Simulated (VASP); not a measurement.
Here is the system:

```cif
data_B2Zr
_chemical_formula_sum 'Zr1 B2'
_space_group_name_H-M_alt 'P 1'
_space_group_IT_number 1
_cell_length_a 3.16926
_cell_length_b 3.16926
_cell_length_c 3.54693
_cell_angle_alpha 90.000
_cell_angle_beta 90.000
_cell_angle_gamma 120.000
loop_
_space_group_symop_operation_xyz
  'x, y, z'
loop_
_atom_site_label
_atom_site_type_symbol
_atom_site_fract_x
_atom_site_fract_y
_atom_site_fract_z
_atom_site_occupancy
Zr1 Zr 0.00000 0.00000 0.00000 1
B1 B 0.33333 0.66667 0.50000 1
B2 B 0.66667 0.33333 0.50000 1
```

Calculation: PBE GGA, VASP's PBE PAW potentials (set 64) (plane waves; VASP). Run with 600 eV cut-off, 10×10×8 Γ-centred mesh, first-order Methfessel-Paxton smearing of 0.10 eV, potentials Zr_sv B.

Each relaxation starts from this cell; other phases were not tried.

Question: The cell is relaxed at 2 GPa. What happens?

Answer: The volume per atom goes from 10.28 to 10.21 Å³ (-0.8 %), and the cell becomes a = 3.1613 Å, b = 3.1613 Å, c = 3.5376 Å, α = 90.00°, β = 90.00°, γ = 120.00°, space group P6/mmm.

Question: The cell is relaxed at 30 GPa. What happens?

Answer: The volume per atom goes from 10.28 to 9.28 Å³ (-9.7 %), and the cell becomes a = b = 3.0686 Å, c = 3.4156 Å, α = β = 90.00°, γ = 120.00°, space group P6/mmm.

Failed runs are left out, and for metals the shear rows, which the mesh's noise covers.

The compound is ZrB2 in the AlB2 type structure.
